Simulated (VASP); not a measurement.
The system is PtSe2.

```xyz
3
Lattice="3.7240 0.0000 0.0000 -1.8620 3.2251 0.0000 0.0000 0.0000 5.0620" Properties=species:S:1:pos:R:3 pbc="T T T"
Pt    0.0000    0.0000    0.0000
Se    0.0000    2.1501    1.2655
Se    1.8620    1.0750    3.7965
```

```yaml
Program: VASP 6.6.1
Task: relaxation of cell and atoms
Functional: PBE
Dispersion: D4
Potentials_or_basis: VASP PAW PBE potentials, release 64 (Pt, Se)
Cutoff: 520 eV
k_mesh: 9 × 9 × 6
Occupations: gaussian, width 0.02 eV
Spin: no spin polarisation
```

At the start: pressure 3.6 GPa; volume 20.27 Å³/atom.

Question: Where does the relaxation end?

Answer: Over 15 steps the energy falls by 16.9 meV/atom and the volume is 19.80 Å³/atom (-2.3 %); space group P-3m1 (No. 164, to 0.05 Å).

The path:
| step | energy change (eV) | largest force (eV/Å) | pressure (GPa) | volume (Å³) |
| --- | --- | --- | --- | --- |
| 1 | 0.0000 | 0.6263 | 3.59 | 60.80 |
| 2 | 0.0339 | 0.4091 | -6.00 | 64.87 |
| 3 | -0.0251 | 0.1836 | -0.58 | 62.35 |
| 4 | -0.0251 | 0.1920 | -0.51 | 62.32 |
| 5 | -0.0303 | 0.1617 | -0.43 | 61.94 |
| 6 | -0.0419 | 0.0662 | -0.11 | 60.81 |
| 7 | -0.0425 | 0.1560 | 0.92 | 58.58 |
| 8 | -0.0466 | 0.0198 | 0.34 | 59.76 |
| 9 | -0.0481 | 0.1342 | -1.18 | 59.95 |
| 10 | -0.0489 | 0.0943 | -0.63 | 59.88 |
| 11 | -0.0505 | 0.0115 | 0.06 | 59.32 |
| 12 | -0.0506 | 0.0037 | -0.04 | 59.40 |
| 13 | -0.0506 | 0.0054 | -0.05 | 59.41 |
| 14 | -0.0506 | 0.0008 | 0.04 | 59.39 |
| 15 | -0.0506 | 0.0016 | 0.00 | 59.40 |

Final structure:
```xyz
3
Lattice="3.7703 0.0000 0.0000 -1.8852 3.2652 0.0000 0.0000 0.0000 4.8252" Properties=species:S:1:pos:R:3 pbc="T T T"
Pt    0.0000    0.0000    0.0000
Se    0.0000    2.1768    1.2832
Se    1.8852    1.0884    3.5420
```

Caveat: pairwise dispersion overbinds metals, which lowers pressure and volume.
